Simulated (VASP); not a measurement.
Shape and ions are relaxed at each volume.

Energy against volume of ZnO (wurtzite). Level of theory: PBE GGA, VASP's PBE PAW potentials (set 64) (plane waves; VASP 6.6.1).

```
V (Å³/atom)  E (eV/atom)
-----------  -----------
11.663          -4.44450
12.036          -4.46032
12.408          -4.46550
12.780          -4.46163
13.152          -4.45009
```

### Question
Fit a third-order Birch-Murnaghan equation of state.

### Answer

The volume per atom is 12.42 Å³/atom and the bulk modulus comes out as 129 GPa. The pressure derivative of the bulk modulus is 4.45.

Measured: bulk modulus 143 GPa (computed value off by -10.1 %), as given by Cormac Toher et al., Physical Review Materials (2017), arXiv:1611.05714. The calculation is for a static lattice, while the measured bulk modulus holds thermal and zero-point effects, which are part of the difference.

The compound is ZnO in the wurtzite structure. It was relaxed first.
